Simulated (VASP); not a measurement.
Given:

```yaml
crystal:
  lattice:
    - [2.15746, 1.24561, 7.04826]
    - [-2.15746, 1.24561, 7.04826]
    - [0.00000, -2.49123, 7.04826]
  atoms:
    - { symbol: Sr, position: [0.50000, 0.50000, 0.50000] }
    - { symbol: Eu, position: [0.00000, 0.00000, 0.00000] }
    - { symbol: Se, position: [0.74707, 0.74707, 0.74707] }
    - { symbol: Se, position: [0.25293, 0.25293, 0.25293] }
```

Calculation: PBEsol GGA, VASP's PBE PAW potentials (set 64) (plane waves; VASP 6.6.1). Numerical set-up: 400 eV cut-off, 7×7×7 Γ-centred mesh, tetrahedra with Blöchl corrections, potentials Sr_sv Eu_2 Se.

The 4f electrons are frozen in the core of the lanthanide potential, so 4f levels, which can set the real gap, and their magnetism are missing.

### Question
Predict the energy per atom (σ→0).

### Answer

```
Property                        Value
---------------------  --------------
energy per atom (σ→0)  -5.074 eV/atom
```

Only differences to runs with the same potentials and settings are physical.

The structure comes from a computed database's SrEuSe2 entry (R-3m); how it stands against other phases isn't given here. It was relaxed first, which changed the volume by -5 %.
